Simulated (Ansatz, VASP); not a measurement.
## Cross-check of BaZrO3 between VASP and Ansatz

Aim: how closely do two programs agree when they are given the same cell, functional and k mesh? The cell is taken from a series of runs on this material, whose earlier steps may have relaxed, scaled, displaced or heated it; both programs get it as it stands.

Program: Ansatz 0.2.0. Level of theory: plane waves, with VASP 6.6.1 beside it; single point at PBE. Results are calculated unless marked as measured.

### Step 1. The structure

It takes space group Pm-3m (No. 221, cubic). Conventional cell: a = 4.191 Å, b = 4.191 Å, c = 4.191 Å, α = 90.00°, β = 90.00°, γ = 90.00°. Nearest to Ba lie 12 O at 2.96 Å. Zr has 6 O at 2.10 Å nearest. O has 2 Zr at 2.10 Å and 4 Ba at 2.96 Å nearest. Farther neighbours and most contacts between anions are not listed.

As a file:

```cif
data_structure
_symmetry_space_group_name_H-M 'Pm-3m'
_symmetry_Int_Tables_number 221
_cell_length_a 4.1913
_cell_length_b 4.1913
_cell_length_c 4.1913
_cell_angle_alpha 90.000
_cell_angle_beta 90.000
_cell_angle_gamma 90.000
_cell_volume 73.63
loop_
_atom_site_label
_atom_site_type_symbol
_atom_site_symmetry_multiplicity
_atom_site_Wyckoff_symbol
_atom_site_fract_x
_atom_site_fract_y
_atom_site_fract_z
_atom_site_occupancy
Ba1 Ba 1 a 0.00000 0.00000 0.00000 1
Zr1 Zr 1 b 0.50000 0.50000 0.50000 1
O1 O 3 c 0.50000 0.50000 0.00000 1
```

### Step 2. Ansatz: single point, PBE

Ansatz runs on its default PAW (the set named soft_2) files.

With cell and atoms fixed, the geometry can't cause a difference; cores, projectors, grids and the points listed under the comparison can.

The input, input.yaml:

```yaml
crystal:
  lattice:
    - [4.19134, 0.0, 0.0]
    - [0.0, 4.19134, 0.0]
    - [0.0, 0.0, 4.19134]
  atoms:
    - { symbol: Ba, position: [0.0, 0.0, 0.0] }
    - { symbol: Zr, position: [0.5, 0.5, 0.5] }
    - { symbol: O, position: [0.5, 0.5, 0.0] }
    - { symbol: O, position: [0.5, 0.0, 0.5] }
    - { symbol: O, position: [0.0, 0.5, 0.5] }
hamiltonian:
  xc: pbe
  pseudopotentials: { kind: paw }
kpoints:
  mp_grid: { grid: [6, 6, 6] }
scf:
  occupations: { method: fermi_dirac, width: 0.05 }
  n_extra_bands: 5
output:
  forces: true
  stress: true
  eigenvalues: true
```

Started as:

```bash
$ ansatz run input.yaml --threads 2 --pin off --max-ram 4608MiB --backend cpu --events-out ev --progress --plain --runs-dir out
```

Numbers of over 12 decimals in the logs are rounded to 6 here.

The log of the run:

```text
scf.n_extra_bands = 5 over 20 filled bands (N_el = 40.0): the run solves 25 bands
Engine: ansatz 0.2.0, aarch64-unknown-linux-gnu
Pseudopotentials: kind: paw
Pseudopotential: Ba, paw, valence charge 10, recommended cutoff 420 eV (normal), Ba.paw.azcp
Pseudopotential: Zr, paw, valence charge 12, recommended cutoff 420 eV (normal), Zr.paw.azcp
Pseudopotential: O, paw, valence charge 6, recommended cutoff 420 eV (normal), O.paw.azcp
Functional definition: PBE
  parameter kappa = 0.804
  parameter beta = 0.066725
  exchange = pbe_x(kappa = kappa, mu = beta*pi^2/3)
  correlation = pbe_c(beta = beta)
Crystal: 5 atoms, lattice volume = 73.631 Å³
Basis set: ecut = 420 eV, 1419 PW (Γ), exchange–correlation on 60×60×60 points (8 copies of the dense FFT grid, shifted against one another)
Bands: 25, of which v1, the nominal top of the filled ones, is band 20 counted from 1 (19 counted from 0)
Symmetry: 48 space group operations
Space group: Pm-3m (ITA 221), of the structure as read, at distance tolerance 4.2e-5 Å
k-points: 20 of 216
Non-local potential: Ba, projectors of the file, l = 0: 3, l = 1: 2, l = 2: 2, l = 3: 2
Non-local potential: Zr, projectors of the file, l = 0: 3, l = 1: 2, l = 2: 2, l = 3: 2
Non-local potential: O, projectors of the file, l = 0: 2, l = 1: 2, l = 2: 1
PAW form: soft (Blöchl's): semilocal exchange-correlation on the pseudo side does not see the compensation charge
PAW one-centre angular grid: Ba, 194 points (default); XC on 64 Gauss nodes
PAW one-centre angular grid: Zr, 590 points (default); XC on 64 Gauss nodes
PAW one-centre angular grid: O, 110 points (default); XC on 64 Gauss nodes
Initial density: superposition of atomic densities (neutral atoms: chi_scale 0, normalization atom), corrected by the library's trained network
Initial wavefunctions: pseudopotential atomic-orbital guess
Functional: x = pbe(κ = 0.804, μ = 0.219515), c = pbe(β = 0.066725)
SCF iter   1: F=—  HF=-11844.670653 eV  |F-HF|=—  |Δ(HF+E_count)|=         —  Δρ=8.26e-4  dr2=2.28e-4  ethr=1.77e-3  ⟨swp⟩=7.4  Hψ=2640  notcnv=0
preconditioner: auto → Resta (q_TF=auto, 2.464 Å⁻¹)  ε∞=3.7  [insulator: Δε(μ)=3.227 eV  Ē_g=16.139 eV  σ=0.050 eV  W_gap=1.00  n_scr=18 (ndim 8)  ℏωp=26.7 eV  f_vac=0.000  D(μ)=0.00/eV (n_scr^D=0)  ε∞_Penn≈3.7]
SCF iter   2: F=—  HF=-11844.670641 eV  |F-HF|=—  |Δ(HF+E_count)|=   1.21e-5  Δρ=4.51e-4  dr2=7.18e-5  ethr=5.71e-7  ⟨swp⟩=2.9  Hψ=1091  notcnv=0
SCF iter   3: F=—  HF=-11844.670699 eV  |F-HF|=—  |Δ(HF+E_count)|=   5.73e-5  Δρ=3.46e-4  dr2=6.44e-5  ethr=1.79e-7  ⟨swp⟩=2.0  Hψ=785  notcnv=0  defer=3
SCF iter   4: F=—  HF=-11844.670687 eV  |F-HF|=—  |Δ(HF+E_count)|=   1.17e-5  Δρ=9.53e-5  dr2=2.26e-6  ethr=1.61e-7  ⟨swp⟩=2.0  Hψ=684  notcnv=0
iter 5 did not close the SCF: its close was put off for the readings that it lacked (scf_convergence_deferred on its scf_iter line)
SCF iter   5: F=-11844.670693 eV  HF=-11844.670693 eV  |F-HF|=3.85e-8  |Δ(HF+E_count)|=   6.13e-6  Δρ=7.83e-6  dr2=2.61e-8  ethr=5.65e-9  ⟨swp⟩=2.1  Hψ=838  notcnv=0
SCF iter   6: F=-11844.670693 eV  HF=-11844.670693 eV  |F-HF|=1.56e-9  |Δ(HF+E_count)|=   4.34e-8  Δρ=1.58e-6  dr2=1.46e-9  ethr=6.51e-11  ⟨swp⟩=6.7  Hψ=2257  notcnv=0
SCF 1 converged in 6 iterations: F = -11844.670693 eV  dr2 = 1.46e-9
  greatest PAW one-centre occupation: 0.995 electrons in one spin orbital (limit 2), on the Zr atom at site 1 (counted from 0), in its partial waves of l = 0
SCF converged after 6 iterations
Free energy (F): -11844.670693 eV
Harris-Foulkes:  -11844.670693 eV  (|F-HF|=1.56e-9)
Internal energy: -11844.670693 eV  (E = F + TS)
E sigma→0 (E₀):  -11844.670693 eV
Fermi energy:    11.478504 eV
--- Per-component energies (eV) ---
  E_band       = -90.943959
  E_kinetic    = 1034.033263
  E_local      = -1940.227751  (includes V_loc(G=0)·N_el)
  E_nonlocal   = 275.968713
  E_hartree    = 688.072742
  E_xc         = -556.324498
  E_vxc        = -615.812693  (∫ρ·V_xc dr)
  E_paw        = -8652.423536  (= ΣΔE_a)
  E_vpaw       = -221.058165  (= ΣTr[D̂ρ^β])
  E_aug_tail   = 0.007365  (compensation charges beyond the density's cutoff)
  E_ewald      = -2693.776990
  E_smearing   = -0.000000  (= −TS)
  E_closure    = -0.000000  (closes the sum)
  Σ components = -11844.670693   (vs F -11844.670693, Δ=0.00e0)
--- Forces (eV/Å), atoms counted from 1 ---
  atom   1  Ba    -0.00000000     0.00000000    -0.00000000
  atom   2  Zr     0.00000000    -0.00000000    -0.00000000
  atom   3  O      0.00000000    -0.00000000     0.00000000
  atom   4  O      0.00000000    -0.00000000     0.00000000
  atom   5  O      0.00000000    -0.00000000    -0.00000000
  max |Σ_I F_I| component: 6.48e-29 eV/Å
--- Stress (GPa, compression-positive) ---
        4.049303      -0.000000       0.000000
       -0.000000       4.049303       0.000000
        0.000000       0.000000       4.049303
  P = ⅓ Tr σ = 4.0493 GPa (40.493 kbar)
--- Band table (eV; the first three rows and the last of 20) ---
  k-point 0: bands = [... 16 lower, 8.8320, 9.6343, 9.6343, 9.6343, 13.0704, 13.0704, 13.0704, 14.5806, ... 1 higher]
  k-point 1: bands = [... 16 lower, 8.6510, 8.9892, 9.5482, 9.5482, 13.1518, 13.6670, 13.6670, 14.9942, ... 1 higher]
  k-point 2: bands = [... 16 lower, 8.3048, 8.3346, 9.4411, 9.4411, 13.3338, 14.8665, 14.8665, 15.8603, ... 1 higher]
  k-point 19: bands = [... 16 lower, 7.3381, 9.8302, 9.8302, 9.8302, 15.9004, 15.9004, 15.9004, 16.8294, ... 1 higher]
```

Reading the cycles: dr2 is the Hartree energy of the density residual (eV), the measure of convergence; HF is the Harris–Foulkes estimate of the energy, which meets the free energy F at convergence.

The run ends at a pressure of 4.05 GPa.

### Step 3. VASP: single point, PBE

The same cell, functional, mesh and smearing now go to VASP, with its own data sets and cutoff.

Lines of VASP's logs that name or quote its potential files are left out, and so is its time.

The input, INCAR:

```
SYSTEM = BaZrO3
PREC = Accurate
ENCUT = 540
EDIFF = 1E-06
NELM = 100
ISMEAR = -1
SIGMA = 0.05
LREAL = .FALSE.
ALGO = Normal
GGA = PE
NBANDS = 26
LORBIT = 11
LWAVE = .FALSE.
LCHARG = .FALSE.
KPAR = 2
ISIF = 2
```

The input, POSCAR:

```
BaZrO3
1.0
    4.1913400000      0.0000000000      0.0000000000
    0.0000000000      4.1913400000      0.0000000000
    0.0000000000      0.0000000000      4.1913400000
Ba Zr O
1 1 3
Direct
    0.0000000000      0.0000000000      0.0000000000
    0.5000000000      0.5000000000      0.5000000000
    0.5000000000      0.5000000000      0.0000000000
    0.5000000000      0.0000000000      0.5000000000
    0.0000000000      0.5000000000      0.5000000000
```

The input, KPOINTS:

```
Automatic mesh
0
Gamma
6 6 6
0 0 0
```

The projector-augmented-wave data sets are Ba_sv_GW, Zr_sv_GW and O_GW (PBE family, release 64).

Started as:

```bash
$ mpirun -np 2 vasp_std
```

The log of the run:

```text
[banner, memory and clock lines left out]
running    2 mpi-ranks, on    1 nodes
 distrk:  each k-point on    1 cores,    2 groups
 distr:  one band on    1 cores,    1 groups

 POSCAR found type information on POSCAR BaZrO
 POSCAR found :  3 types and       5 ions
 LDA part: xc-table for (Slater+PW92), standard interpolation
 POSCAR, INCAR and KPOINTS ok, starting setup
 FFT: planning ... GRIDC
 FFT: planning ... GRID_SOFT
 FFT: planning ... GRID
 WAVECAR not read
 entering main loop
       N       E                     dE             d eps       ncg     rms          rms(c)
DAV:   1     0.649621225186E+03    0.64962E+03   -0.19245E+04  1040   0.169E+03
DAV:   2     0.538697182818E+02   -0.59575E+03   -0.58438E+03  1632   0.652E+02
DAV:   3    -0.501483699211E+02   -0.10402E+03   -0.98691E+02  1686   0.264E+02
DAV:   4    -0.547352130471E+02   -0.45868E+01   -0.45585E+01  1744   0.694E+01
DAV:   5    -0.548482410368E+02   -0.11303E+00   -0.11235E+00  1592   0.927E+00    0.171E+01
DAV:   6    -0.449344688196E+02    0.99138E+01   -0.49868E+01  1588   0.709E+01    0.622E+00
DAV:   7    -0.450510781554E+02   -0.11661E+00   -0.55611E+00  1752   0.250E+01    0.401E+00
DAV:   8    -0.449831200370E+02    0.67958E-01   -0.43615E-01  1598   0.849E+00    0.107E+00
DAV:   9    -0.449762893150E+02    0.68307E-02   -0.93196E-02  1784   0.221E+00    0.250E-01
DAV:  10    -0.449772465664E+02   -0.95725E-03   -0.23622E-02  1648   0.155E+00    0.203E-01
DAV:  11    -0.449762091730E+02    0.10374E-02   -0.27476E-03  1768   0.551E-01    0.897E-02
DAV:  12    -0.449760774605E+02    0.13171E-03   -0.90484E-04  1624   0.207E-01    0.495E-02
DAV:  13    -0.449760945862E+02   -0.17126E-04   -0.77419E-05  1792   0.927E-02    0.177E-02
DAV:  14    -0.449760975113E+02   -0.29251E-05   -0.89167E-05  1712   0.688E-02    0.132E-02
DAV:  15    -0.449760911325E+02    0.63788E-05   -0.27468E-05  1784   0.545E-02    0.315E-03
DAV:  16    -0.449760912529E+02   -0.12039E-06   -0.24149E-06  1320   0.149E-02
   1 F= -.44976091E+02 E0= -.44976091E+02  d E =-.386291E-11
```

Parts of OUTCAR (step 3):

```text
ion  position               nearest neighbor table
   1  0.000  0.000  0.000-
   2  0.500  0.500  0.500-   3 2.10   4 2.10   5 2.10   3 2.10   4 2.10   5 2.10
   3  0.500  0.500  0.000-   2 2.10   2 2.10
   4  0.500  0.000  0.500-   2 2.10   2 2.10
   5  0.000  0.500  0.500-   2 2.10   2 2.10

  LATTYP: Found a simple cubic cell.
 ALAT       =     4.1913400000

 Subroutine GETGRP returns: Found 48 space group operations
 (whereof 48 operations were pure point group operations)

The static configuration has the point symmetry O_h .

 Found     20 irreducible k-points:

   k-points           NKPTS =     20   k-points in BZ     NKDIM =     20   number of bands    NBANDS=     26

   dimension x,y,z NGX =    32 NGY =   32 NGZ =   32
   dimension x,y,z NGXF=    64 NGYF=   64 NGZF=   64

   ENCUT  =  540.0 eV  39.69 Ry    6.30 a.u.   7.94  7.94  7.94*2*pi/ulx,y,z

   NELECT =      40.0000    total number of electrons

 k-points in reciprocal lattice and weights: Automatic mesh
   0.00000000  0.00000000  0.00000000       0.005
   0.16666667  0.00000000  0.00000000       0.028
   0.33333333  0.00000000  0.00000000       0.028
   0.50000000  0.00000000  0.00000000       0.014
   0.16666667  0.16666667  0.00000000       0.056
   0.33333333  0.16666667  0.00000000       0.111
   0.50000000  0.16666667  0.00000000       0.056
   0.33333333  0.33333333  0.00000000       0.056
   0.50000000  0.33333333  0.00000000       0.056
[...]
0.50000000  0.50000000  0.33333333       0.028
   0.50000000  0.50000000  0.50000000       0.005

 average (electrostatic) potential at core
       1 -78.8410       2-100.5953       3 -67.9894       4 -67.9894       5 -67.9894

 E-fermi :   6.3560

 k-point     1 :       0.0000    0.0000    0.0000
  band No.  band energies     occupation
    ...
     16       4.1353      2.00000
     17       4.1353      2.00000
     18       4.9376      2.00000
     19       4.9376      2.00000
     20       4.9376      2.00000
     21       8.3747      0.00000
     22       8.3747      0.00000
     23       8.3747      0.00000
     24       9.8870      0.00000
     25       9.8870      0.00000
    ...

 k-point     2 :       0.1667    0.0000    0.0000
  band No.  band energies     occupation
    ...
     16       3.8997      2.00000
     17       3.9549      2.00000
     18       4.2926      2.00000
     19       4.8514      2.00000
     20       4.8514      2.00000
     21       8.4562      0.00000
     22       8.9722      0.00000
     23       8.9722      0.00000
     24      10.3012      0.00000
     25      10.3173      0.00000
    ...

 k-point     3 :       0.3333    0.0000    0.0000
  band No.  band energies     occupation
    ...
     16       3.5449      2.00000
     17       3.6084      2.00000
     18       3.6382      2.00000
     19       4.7443      2.00000
     20       4.7443      2.00000
     21       8.6386      0.00000
     22      10.1738      0.00000
     23      10.1738      0.00000
     24      11.1682      0.00000
     25      11.2941      0.00000
    ...

  Total        1.7032505      1.7032505      1.7032505     -0.0000000     -0.0000000     -0.0000000
  in kB       37.0621345     37.0621345     37.0621345     -0.0000000     -0.0000000     -0.0000000
  external PRESSURE =      37.0621345 kB  Pullay stress =       0.0000000 kB

  energy-cutoff  :      540.00
  volume of cell :       73.63
      direct lattice vectors                 reciprocal lattice vectors
     4.191340000  0.000000000  0.000000000     0.238587182  0.000000000  0.000000000
     0.000000000  4.191340000  0.000000000     0.000000000  0.238587182  0.000000000
     0.000000000  0.000000000  4.191340000     0.000000000  0.000000000  0.238587182

 POSITION                                       TOTAL-FORCE (eV/Angst)
 -----------------------------------------------------------------------------------
      0.00000      0.00000      0.00000         0.000000      0.000000      0.000000
      2.09567      2.09567      2.09567         0.000000      0.000000      0.000000
      2.09567      2.09567      0.00000         0.000000      0.000000      0.000000
      2.09567      0.00000      2.09567         0.000000      0.000000      0.000000
      0.00000      2.09567      2.09567         0.000000      0.000000      0.000000
 -----------------------------------------------------------------------------------
    total drift:                                0.000000     -0.000000     -0.000000

  FREE ENERGIE OF THE ION-ELECTRON SYSTEM (eV)
  ---------------------------------------------------
  free  energy   TOTEN  =       -44.9760912529 eV

  energy  without entropy=      -44.9760912529  energy(sigma->0) =      -44.97609125

 total charge
# of ion       s       p       d       f       tot
--------------------------------------------------
    1        1.798   4.568   0.102   0.019   6.487
    2        2.199   5.758   0.902   0.053   8.912
    3        1.535   3.437   0.000   0.000   4.972
    4        1.535   3.437   0.000   0.000   4.972
    5        1.535   3.437   0.000   0.000   4.972
--------------------------------------------------
tot          8.603  20.637   1.004   0.072  30.315

[... 3 further parts left out ...]
```

The run ends at a pressure of 3.71 GPa.

### Step 4. Comparison

Known differences besides the potentials themselves: the cutoff is 420 eV in Ansatz and 540 eV in VASP; VASP leaves aspherical gradient terms in its spheres out (LASPH is not set), Ansatz keeps them. Total energies have different zeros and are not compared.

Both answers:

```csv
quantity,Ansatz,VASP,difference
pressure (GPa),4.05,3.71,+0.34
pressure without Ansatz's Pulay correction (GPa),3.55,3.71,-0.16
gap on the k mesh (eV),3.240,3.240,0.000
```

A gap on the mesh is an upper bound, since the band edges may lie between its points. Ansatz's pressure holds a Pulay correction of 0.50 GPa; VASP's holds none.

### Step 5. What the set-up changes

Further runs change the set-up of one program: Ansatz's method, potentials or start, or VASP's data sets, cutoff or form of LDA. The table gives Ansatz less VASP for each quantity, since a change that brings one quantity closer may part another.

```csv
run,pressure (GPa),gap on the k mesh (eV),pressure without Ansatz's Pulay correction (GPa)
as above,0.34,9.0e-5,-0.16
"VASP with the data sets Ba_sv, Zr_sv and O_h and a cutoff of 1000 eV",-1.1,0.046,-1.6
```

### Step 6. Results

- difference in gap on the k mesh (single point, PBE): 9.0e-5 eV

The difference in gap on the k mesh is 9.0e-5 eV (single point, PBE), within the 0.08 eV picked in this series as the mark of a large difference. Single point, PBE, VASP with the data sets Ba_sv, Zr_sv and O_h and a cutoff of 1000 eV: the difference in pressure goes from 0.34 to -1.1 GPa; the difference in gap on the k mesh goes from 9.0e-5 to 0.046 eV; the difference in pressure without Ansatz's Pulay correction goes from -0.16 to -1.6 GPa. How closely two codes agree says nothing of how well the functional describes the real material.

[Lines on the potential files, build, host, timing and source positions are cut from VASP's logs without a mark.]

[Logs are printed without paths, hosts, clocks, repeated set-up lines and the standing remarks that a program may print on its own settings, such as how far it seeks lower states.]

[Hosts, paths, dates, database ids (printed as entryN), source tags and the programs' standing remarks are cut or masked in the printed files.]
